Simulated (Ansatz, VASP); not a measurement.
**TiGeB4: VASP beside Ansatz**

```
Ti Ge B
1.0
     3.00506    0.00000    0.00000
    -1.50253    2.60246    0.00000
     0.00000    0.00000    7.06454
Ti Ge B
1 1 4
Direct
  0.00000 0.00000 0.00000
  0.00000 0.00000 0.50000
  0.33333 0.66667 0.77952
  0.33333 0.66667 0.22048
  0.66667 0.33333 0.77952
  0.66667 0.33333 0.22048
```

Alike in both runs: functional LDA; k mesh 9 × 9 × 4; occupations gaussian, width 0.1 eV; no spin polarisation.

Ansatz relaxed the structure, and its values are those at the end. VASP's run is a single point on that final structure, the one shown.

|  | VASP | Ansatz |
| --- | --- | --- |
| version | VASP 6.6.1 | Ansatz 0.2.0 |
| potentials or method | VASP PAW LDA potentials, release 64 (Ti_sv, Ge_d, B) | scalar-relativistic, plane waves, PAW |
| plane-wave cutoff (eV) | 520 | 420 |
| valence electrons in the cell | 38 | 38 |

|  | VASP | Ansatz | Ansatz less VASP |
| --- | --- | --- | --- |
| gap on the k mesh at the Fermi level (eV) | none | none | - |
| pressure (GPa) | 0.2 | 0.0 | -0.27 |

A gap of «none» marks a metal or a gap that the smearing closes.
